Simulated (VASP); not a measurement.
# Zr2CrN2 (P4/mmm) in VASP: relaxation of cell and atoms with PBE

Aim: the relaxation of cell and atoms of Zr2CrN2 with PBE.

Program: VASP 6.6.1. These are calculated values, not measurements. Logs are shortened: lines on timing, memory, paths and dates and some standing lists are left out, and cuts for length are marked.

## 1. The structure

Symmetry: P4/mmm, No. 123, tetragonal system. Conventional cell: a = 4.603 Å, b = 4.603 Å, c = 3.527 Å, α = 90.00°, β = 90.00°, γ = 90.00°. Around Zr (site symmetry mmm) lie 2 Cr at 2.30 Å and 2 N at 2.30 Å. Around Cr (site symmetry 4/mmm) lie 2 N at 1.76 Å. N (site symmetry 4/mmm) has 2 Cr at 1.76 Å as nearest neighbours. N (site symmetry 4/mmm) has 4 Zr at 2.30 Å as nearest neighbours.

The cell was built by a generator and needn't be a form met in nature.

## 2. Relaxation of cell and atoms, PBE, collinear spin, ferromagnetic start

File INCAR:

```
PREC = Normal
ENCUT = 520
EDIFF = 1E-4
ISMEAR = 0
SIGMA = 0.15
LREAL = False
LASPH = True
NELM = 60
ALGO = Fast
ISIF = 3
LWAVE = False
LCHARG = False
ISPIN = 2
MAGMOM = 0 0 3 0 0
LORBIT = 11
LMAXMIX = 4
GGA = PE
IBRION = 2
NSW = 24
EDIFFG = -0.08
```

File KPOINTS:

```
Automatic mesh
0
Gamma
  3 3 4
```

File POSCAR:

```
Zr2CrN2
1.0
    4.6029631900      0.0000000000      0.0000000000
    0.0000000000      4.6029631900      0.0000000000
    0.0000000000      0.0000000000      3.5273650800
Zr Cr N
2 1 2
Direct
    0.0000000000      0.5000000000      0.0000000000
    0.5000000000      0.0000000000      0.0000000000
    0.5000000000      0.5000000000      0.0000000000
    0.5000000000      0.5000000000      0.5000000000
    0.0000000000      0.0000000000      0.0000000000
```

Potentials or basis: VASP PAW PBE potentials, release 64 (Zr_sv, Cr_pv, N).

Run with:

```sh
$ cat potpaw_PBE.64/Zr_sv/POTCAR potpaw_PBE.64/Cr_pv/POTCAR potpaw_PBE.64/N/POTCAR > POTCAR
$ mpirun -np 1 vasp_std > vasp.out
```

OUTCAR:

```text
PREC = Normal
   ENCUT = 520
   EDIFF = 1E-4
   ISMEAR = 0
   LREAL = False
   LASPH = True
   NELM = 60
   ISIF = 3
   ISPIN = 2
   LORBIT = 11
   GGA = PE
   IBRION = 2
   NSW = 24
   EDIFFG = -0.08

 ion  position               nearest neighbor table
   1  0.000  0.500  0.000-   3 2.30   5 2.30   5 2.30   3 2.30   2 3.25   2 3.25   2 3.25   2 3.25

   2  0.500  0.000  0.000-   3 2.30   5 2.30   3 2.30   5 2.30   1 3.25   1 3.25   1 3.25   1 3.25

   3  0.500  0.500  0.000-   4 1.76   4 1.76   1 2.30   2 2.30   2 2.30   1 2.30
   4  0.500  0.500  0.500-   3 1.76   3 1.76
   5  0.000  0.000  0.000-   1 2.30   2 2.30   1 2.30   2 2.30

  LATTYP: Found a simple tetragonal cell.
 ALAT       =     4.6029631900
 C/A-ratio  =     0.7663248508

  Lattice vectors:

 A1 = (   4.6029631900,   0.0000000000,   0.0000000000)
 A2 = (   0.0000000000,   4.6029631900,   0.0000000000)
 A3 = (   0.0000000000,   0.0000000000,   3.5273650800)

Analysis of symmetry for initial positions (statically):
=====================================================================
 Subroutine PRICEL returns:
 Original cell was already a primitive cell.

 Routine SETGRP: Setting up the symmetry group for a
 simple tetragonal supercell.

 Subroutine GETGRP returns: Found 16 space group operations
 (whereof 16 operations were pure point group operations)
 out of a pool of 16 trial point group operations.

The static configuration has the point symmetry D_4h.

Analysis of symmetry for dynamics (positions and initial velocities):
=====================================================================
 Subroutine PRICEL returns:
 Original cell was already a primitive cell.

 Routine SETGRP: Setting up the symmetry group for a
 simple tetragonal supercell.

 Subroutine GETGRP returns: Found 16 space group operations
 (whereof 16 operations were pure point group operations)
 out of a pool of 16 trial point group operations.

The dynamic configuration has the point symmetry D_4h.

Analysis of structural, dynamic, and magnetic symmetry:
=====================================================================
 Subroutine PRICEL returns:
 Original cell was already a primitive cell.

 Routine SETGRP: Setting up the symmetry group for a
 simple tetragonal supercell.

 Subroutine GETGRP returns: Found 16 space group operations
 (whereof 16 operations were pure point group operations)
 out of a pool of 16 trial point group operations.

The overall configuration has the point symmetry D_4h.

 Subroutine INISYM returns: Found 16 space group operations
 (whereof 16 operations are pure point group operations),
 and found     1 'primitive' translations

----------------------------------------------------------------------------------------

                                     Primitive cell

  volume of cell :      74.7352

  direct lattice vectors                    reciprocal lattice vectors
     4.602963190  0.000000000  0.000000000     0.217251357  0.000000000  0.000000000
     0.000000000  4.602963190  0.000000000     0.000000000  0.217251357  0.000000000
     0.000000000  0.000000000  3.527365080     0.000000000  0.000000000  0.283497732

  length of vectors
     4.602963190  4.602963190  3.527365080     0.217251357  0.217251357  0.283497732

  position of ions in fractional coordinates (direct lattice)
     0.000000000  0.500000000  0.000000000
     0.500000000  0.000000000  0.000000000
     0.500000000  0.500000000  0.000000000
     0.500000000  0.500000000  0.500000000
     0.000000000  0.000000000  0.000000000

  ion indices of the primitive-cell ions
   primitive index   ion index
                 1           1
                 2           2
                 3           3
                 4           4
                 5           5

----------------------------------------------------------------------------------------

 KPOINTS: Automatic mesh

Automatic generation of k-mesh.
 Grid dimensions read from file:
 generate k-points for:    3    3    4

 Generating k-lattice:

  Cartesian coordinates                     Fractional coordinates (reciprocal lattice)
     0.072417119  0.000000000  0.000000000     0.333333333  0.000000000  0.000000000
     0.000000000  0.072417119  0.000000000     0.000000000  0.333333333  0.000000000
     0.000000000  0.000000000  0.070874433     0.000000000  0.000000000  0.250000000

  Length of vectors
     0.072417119  0.072417119  0.070874433

  Shift w.r.t. Gamma in fractional coordinates (k-lattice)
     0.000000000  0.000000000  0.000000000

 Subroutine IBZKPT returns following result:
 ===========================================

 Found      9 irreducible k-points:

 Following reciprocal coordinates:
            Coordinates               Weight
  0.000000  0.000000  0.000000      1.000000
  0.333333  0.000000  0.000000      4.000000
  0.333333  0.333333  0.000000      4.000000
  0.000000  0.000000  0.250000      2.000000
  0.333333  0.000000  0.250000      8.000000
  0.333333  0.333333  0.250000      8.000000
  0.000000  0.000000  0.500000      1.000000
  0.333333  0.000000  0.500000      4.000000
  0.333333  0.333333  0.500000      4.000000
   k-points           NKPTS =      9   k-points in BZ     NKDIM =      9   number of bands    NBANDS=     29
   number of dos      NEDOS =    301   number of ions     NIONS =      5
   total plane-waves  NPLWV =  15680
   dimension x,y,z NGX =    28 NGY =   28 NGZ =   20
   dimension x,y,z NGXF=    56 NGYF=   56 NGZF=   40
   ions per type =               2   1   2
   NGX,Y,Z   is equivalent  to a cutoff of  10.11, 10.11,  9.43 a.u.
   NGXF,Y,Z  is equivalent  to a cutoff of  20.23, 20.23, 18.85 a.u.
 SYSTEM =  unknown system
   PREC   = normal    normal or accurate (medium, high low for compatibility)
   ISTART =      0    job   : 0-new  1-cont  2-samecut
   ICHARG =      2    charge: 1-file 2-atom 10-const
   ISPIN  =      2    spin polarized calculation?
   LNONCOLLINEAR =      F non collinear calculations
   LSORBIT =      F    spin-orbit coupling
   LASPH  =      T    aspherical Exc in radial PAW
   ENCUT  =  520.0 eV  38.22 Ry    6.18 a.u.   8.56  8.56  6.56*2*pi/ulx,y,z
   NELM   =     60;   NELMIN=  2; NELMDL= -5     # of ELM steps
   EDIFF  = 0.1E-03   stopping-criterion for ELM
   LREAL  =      F    real-space projection
   EDIFFG = -.8E-01   stopping-criterion for IOM
   NSW    =     24    number of steps for IOM
   IBRION =      2    ionic relax: 0-MD 1-quasi-New 2-CG
   NFREE  =      1    steps in history (QN), initial steepest desc. (CG)
   ISIF   =      3    stress and relaxation
   ISYM   =      2    0-nonsym 1-usesym 2-fastsym
   POTIM  = 0.5000    time-step for ionic-motion
   TEBEG  =    0.0;   TEEND  =   0.0 temperature during run
   PSTRESS=    0.0 pullay stress
   NELECT =      46.0000    total number of electrons
   NUPDOWN=      -1.0000    fix difference up-down
   EMIN   =  10.00;   EMAX   =-10.00  energy-range for DOS
   EFERMI =   0.00;   METHOD = LEGACY
   ISMEAR =     0;   SIGMA  =   0.15  broadening in eV -4-tet -1-fermi 0-gaus
   EFERMI_NEDOS =   21; number of points for ismear=-14 and -15
   IALGO  =     68    algorithm
   IMIX   =      4    mixing-type and parameters
     AMIX     =   0.40;   BMIX     =  1.00
     AMIX_MAG =   1.60;   BMIX_MAG =  1.00
  volume/ion in A,a.u.               =      14.95       100.87
  Fermi-wavevector in a.u.,A,eV,Ry     =   1.392576  2.631587 26.385350  1.939268
  Thomas-Fermi vector in A             =   2.516306
   LORBIT       =     11    0 simple, 1 ext, 2 COOP (PROOUT), +10 PAW based schemes
   GGA     = PE    functional components
   LHFCALC =     F    Hartree Fock is set to
   AEXX    =    0.0000 exact exchange contribution
   IVDW    =     0    specifies the selected vdW correction
   LEPSILON=     F    determine dielectric tensor
   LRPA    =     F    only Hartree local field effects (RPA)
 conjugate gradient relaxation of ions
 spin polarized calculation
 RMM-DIIS sequential band-by-band and
 Gauss-broadening in eV      SIGMA  =   0.15
  energy-cutoff  :      520.00
  volume of cell :       74.74
 maximum number of plane-waves:      2033
   NGX = 17   NGY = 17   NGZ = 13

--------------------------------------- Ionic step        1  -------------------------------------------

 number of electron      46.0000041 magnetization      -0.0054250

 number of electron      46.0000041 magnetization       0.0346343

 Free energy of the ion-electron system (eV)
  ---------------------------------------------------
  ext. energy  EPLUGINS =         0.00000000
  ---------------------------------------------------
  free energy    TOTEN  =       -41.67435474 eV

  energy without entropy =      -41.62755933  energy(sigma->0) =      -41.65095703

------------------------ aborting loop because EDIFF is reached ----------------------------------------

  FORCE on cell =-STRESS in cart. coord.  units (eV):
  Direction    XX          YY          ZZ          XY          YZ          ZX
  --------------------------------------------------------------------------------------
  -------------------------------------------------------------------------------------
  Total        6.7831768      6.7831768     10.1748639      0.0000000      0.0000000      0.0000000
  in kB      145.4180464    145.4180464    218.1291854      0.0000000      0.0000000      0.0000000
  external PRESSURE =     169.6550927 kB  Pullay stress =       0.0000000 kB
[... 223 lines left out ...]
  energy  without entropy=      -42.0241596731  energy(sigma->0) =      -42.04540784

--------------------------------------- Ionic step        7  -------------------------------------------

 number of electron      45.9999941 magnetization      -0.0048249

 Free energy of the ion-electron system (eV)
  ---------------------------------------------------
  ext. energy  EPLUGINS =         0.00000000
  ---------------------------------------------------
  free energy    TOTEN  =       -42.06680118 eV

  energy without entropy =      -42.02374121  energy(sigma->0) =      -42.04527119

 E-fermi :   7.2897     XC(G=0): -10.7253

 val. band max:        7.2697707670   @ k =   0.3333   0.0000   0.2500
 cond. band min:       7.3887064841   @ k =   0.3333   0.3333   0.0000
 fundamental gap:      0.1189357172
 Fermi energy:         7.2897266329

 spin component 1

 k-point     1 :       0.0000    0.0000    0.0000
  band No.  band energies     occupation
      1     -41.8958      1.00000
      2     -41.8391      1.00000
      3     -35.4462      1.00000
      4     -35.2661      1.00000
      5     -35.2661      1.00000
      6     -20.0759      1.00000
[... 277 lines left out ...]
     28       9.6086      0.00000
     29       9.7832      0.00000
 Fermi energy:         7.2897266329

 spin component 2

 k-point     1 :       0.0000    0.0000    0.0000
  band No.  band energies     occupation
      1     -41.8964      1.00000
      2     -41.8398      1.00000
      3     -35.4477      1.00000
      4     -35.2671      1.00000
      5     -35.2671      1.00000
      6     -20.0772      1.00000
[... 309 lines left out ...]
  FREE ENERGIE OF THE ION-ELECTRON SYSTEM (eV)
  ---------------------------------------------------
  free  energy   TOTEN  =       -42.0668011753 eV

  energy  without entropy=      -42.0237412095  energy(sigma->0) =      -42.04527119

 reached required accuracy - stopping structural energy minimisation

 total charge

# of ion       s       p       d       tot
------------------------------------------
    1        2.196   5.959   1.752   9.908
    2        2.196   5.959   1.752   9.908
    3        0.522   6.448   4.749  11.718
    4        1.294   2.294   0.000   3.588
    5        1.258   2.323   0.000   3.581
--------------------------------------------------
tot          7.466  22.983   8.254  38.703

 magnetization (x)

# of ion       s       p       d       tot
------------------------------------------
    1       -0.000  -0.000  -0.001  -0.001
    2       -0.000  -0.000  -0.001  -0.001
    3       -0.000  -0.000  -0.001  -0.001
    4       -0.000   0.000   0.000   0.000
    5        0.000   0.000   0.000   0.000
--------------------------------------------------
tot         -0.000   0.000  -0.003  -0.003
```

Run time: 74 s. Hardware: 1 thread of Intel Xeon 6975P-C (Granite Rapids), shared host; peak memory 0.17 GiB.

Results:

```
Free energy                                           : -42.0668 eV
Relaxed volume                                        : 16.39 Å³/atom
Relaxed cell                                          : a = 4.710 Å, b = 4.710 Å, c = 3.695 Å, α = 90.00°, β = 90.00°, γ = 90.00°
Space group after relaxing (to 0.05 Å)                : P4/mmm (No. 123)
Energy gained by relaxing                             : 78.5 meV/atom
Ionic steps                                           : 7
Pressure after relaxing                               : 0.3 GPa
Band gap on the k mesh                                : none (metal or under the smearing width)
Net moment                                            : 0.00 μB per cell
Valence electrons inside the program's atomic spheres : Zr 9.91; Cr 11.72; N 3.59, 3.58
```

The path:
```
step  energy change (eV)  largest force (eV/Å)  pressure (GPa)  volume (Å³)
   1              0.0000                0.0000           16.97        74.74
   2              0.1388                0.0000          -14.00        93.17
   3             -0.3876                0.0000           -0.73        82.56
   4             -0.3879                0.0000           -0.48        82.33
   5             -0.3875                0.0000           -0.05        82.12
   6             -0.3923                0.0000            0.76        81.95
   7             -0.3924                0.0000            0.26        81.97
```

Final structure:
```yaml
crystal:
  lattice:
    - [4.71004, 0.00000, 0.00000]
    - [0.00000, 4.71004, 0.00000]
    - [0.00000, 0.00000, 3.69512]
  atoms:
    - { symbol: Zr, position: [0.00000, 0.50000, 0.00000] }
    - { symbol: Zr, position: [0.50000, 0.00000, 0.00000] }
    - { symbol: Cr, position: [0.50000, 0.50000, 0.00000] }
    - { symbol: N, position: [0.50000, 0.50000, 0.50000] }
    - { symbol: N, position: [0.00000, 0.00000, 0.00000] }
```

Levels at points of the mesh, in eV from the Fermi level:
Spin up:
```tsv
k point	band 20	band 21	band 22	band 23	band 24	band 25	band 26	band 27
(0.00, 0.00, 0.00)	-1.84	-1.84	-1.44	-1.44	-1.34	-0.66	-0.25	2.28
(0.00, 0.00, 0.50)	-2.33	-1.46	-1.46	0.94	0.94	2.18	2.18	3.53
```
Spin down:
```
           k point  band 20  band 21  band 22  band 23  band 24  band 25  band 26  band 27
(0.00, 0.00, 0.00)    -1.84    -1.84    -1.44    -1.44    -1.34    -0.66    -0.26     2.28
(0.00, 0.00, 0.50)    -2.33    -1.46    -1.46     0.94     0.94     2.18     2.18     3.53
```

Caveat: the k mesh is coarse (spacing up to 0.46 Å⁻¹), so the values aren't converged; the starting moments collapsed, and a magnetic state may lie lower; the relaxation stopped at a loose force limit of 0.08 eV/Å, so its end isn't a converged minimum. With open d or f shells a metallic result of PBE can be an artefact of self-interaction; +U or a hybrid may open a gap.
